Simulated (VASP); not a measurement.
Input of a VASP 6.6.1 run:

Contents of INCAR:

```
PREC = Accurate
ENCUT = 520
EDIFF = 1E-6
ISMEAR = 0
SIGMA = 0.1
LREAL = F
LASPH = T
NELM = 150
ALGO = Fast
ISIF = 2
LWAVE = F
LCHARG = F
ISPIN = 2
MAGMOM = 4 0
LORBIT = 11
LMAXMIX = 4
GGA = PS
NBANDS = 20
```

Contents of KPOINTS:

```
Automatic mesh
0
Gamma
  8 8 4
```

POSCAR

```
FeCu
1.0
    1.4382720000     -1.9879340000      0.0000000000
    1.4382720000      1.9879340000      0.0000000000
    0.0000000000      0.0000000000      4.1381350000
Fe Cu
1 1
Direct
    0.0000000000      0.0000000000      0.0000000000
    0.5000000000      0.5000000000      0.5000000000
```

Potentials or basis: VASP PAW PBE potentials, release 64 (Fe, Cu).

The run is started by

```sh
$ cat potpaw_PBE.64/Fe/POTCAR potpaw_PBE.64/Cu/POTCAR > POTCAR
$ mpirun -np 1 vasp_std > vasp.out
```

Predict the net moment.

2.63 μB per cell.

Predict the pressure.

-6.6 GPa.

Estimate the band gap on the k mesh.

none (metal or under the smearing width).

Stress tensor (GPa, compression positive):
```
-6.19  0.00  0.00
 0.00 -7.70  0.00
 0.00  0.00 -5.96
```

Caveat: the k mesh is coarse (spacing up to 0.38 Å⁻¹), so the values aren't converged; the PAW data sets were made with another functional, which shifts forces and pressure a little.
